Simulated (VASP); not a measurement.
Output of a VASP run:

OSZICAR:
```
       N       E                     dE             d eps       ncg     rms          rms(c)
DAV:   1     0.588866998516E+02    0.58887E+02   -0.73262E+03  1588   0.141E+03
DAV:   2    -0.169379637350E+02   -0.75825E+02   -0.71585E+02  1785   0.337E+02
DAV:   3    -0.218378194303E+02   -0.48999E+01   -0.44956E+01  2478   0.586E+01
DAV:   4    -0.219674033925E+02   -0.12958E+00   -0.12908E+00  2375   0.735E+00
DAV:   5    -0.219689184946E+02   -0.15151E-02   -0.15139E-02  2083   0.688E-01    0.307E+01
DAV:   6    -0.211260027583E+02    0.84292E+00   -0.20032E+00  2551   0.109E+01    0.213E+01
DAV:   7    -0.211562593096E+02   -0.30257E-01   -0.89301E-01  2578   0.743E+00    0.444E+00
DAV:   8    -0.211171967328E+02    0.39063E-01   -0.37471E-01  2559   0.487E+00    0.591E-01
DAV:   9    -0.211118863882E+02    0.53103E-02   -0.24693E-02  2550   0.133E+00    0.142E-01
DAV:  10    -0.211118959389E+02   -0.95507E-05   -0.50154E-04  1946   0.202E-01    0.152E-01
DAV:  11    -0.211118936415E+02    0.22974E-05   -0.16127E-05  2456   0.513E-02    0.166E-02
DAV:  12    -0.211118936777E+02   -0.36179E-07   -0.14555E-06  2564   0.110E-02    0.447E-03
DAV:  13    -0.211118937742E+02   -0.96501E-07   -0.68483E-08  1314   0.288E-03
   1 F= -.21111894E+02 E0= -.21111709E+02  d E =-.553563E-03
```

**OUTCAR**
```
------------------------ aborting loop because EDIFF is reached ----------------------------------------
  FORCE on cell =-STRESS in cart. coord.  units (eV):
  Direction    XX          YY          ZZ          XY          YZ          ZX
  --------------------------------------------------------------------------------------
  Total        0.0131801      0.0131801      0.0502614     -0.0000000      0.0000000      0.0000000
  in kB        0.6234422      0.6234421      2.3774622     -0.0000000      0.0000000      0.0000000
  external PRESSURE =       1.2081155 kB  Pullay stress =       0.0000000 kB
  volume of cell :       33.87
      direct lattice vectors                 reciprocal lattice vectors
     3.237301942  0.000000000  0.000000000     0.308899206  0.178343050  0.000000000
    -1.618650971  2.803585562  0.000000000     0.000000000  0.356686100  0.000000000
     0.000000000  0.000000000  3.731939845     0.000000000  0.000000000  0.267957159
 POSITION                                       TOTAL-FORCE (eV/Angst)
 -----------------------------------------------------------------------------------
      0.00000      0.00000      0.02500         0.000000     -0.000000     -0.242599
     -0.00000      1.86906      1.86597         0.000000     -0.000000      0.121300
      1.61865      0.93453      1.86597        -0.000000      0.000000      0.121300
 -----------------------------------------------------------------------------------
    total drift:                               -0.000000     -0.000000      0.000047
  FREE ENERGIE OF THE ION-ELECTRON SYSTEM (eV)
  ---------------------------------------------------
  free  energy   TOTEN  =       -21.1118937742 eV

  energy  without entropy=      -21.1113402112  energy(sigma->0) =      -21.11170925
```
(Selected blocks of OUTCAR.)

POSCAR:
```
TmB2
1
    3.2373019419     0.0000000000     0.0000000000
   -1.6186509710     2.8035855621     0.0000000000
    0.0000000000     0.0000000000     3.7319398451
Tm B
1 2
Direct
  0.0000000000   0.0000000000   0.0066989290
  0.3333330000   0.6666670000   0.5000000000
  0.6666670000   0.3333330000   0.5000000000
```

Question: Write an INCAR and KPOINTS that could have produced this output.

Answer: One answer among several that fit: the input of the run itself, PBEsol GGA, plane waves, VASP's PBE PAW potentials (set 64).

### KPOINTS
```
K-points
0
G
  10 10 8
0 0 0
```

**INCAR**
```
LWAVE = F
LMAXMIX = 6   # l cut-off of mixed one-centre charges
GGA = PS
SYSTEM = TmB2
EDIFF = 1E-7
LASPH = T   # aspherical one-centre terms
ENCUT = 600   # plane-wave cut-off (eV)
ALGO = Normal
ISMEAR = 1   # Methfessel-Paxton
LCHARG = F
NELM = 100   # most electronic steps
LREAL = F
PREC = Accurate
ISIF = 2
SIGMA = 0.1
```

POTCAR, in this order: Tm_3 B (PBE.64 set). Program: vasp_std.

The 4f electrons are frozen in the core of the lanthanide potential, so 4f levels, which can set the real gap, and their magnetism are missing.

The structure comes from a computed database's TmB2 entry (P6/mmm); how it stands against other phases isn't given here. This cell was strained or had an atom moved on purpose. The electron count is odd and the run is not spin-polarised, which forces a metal.
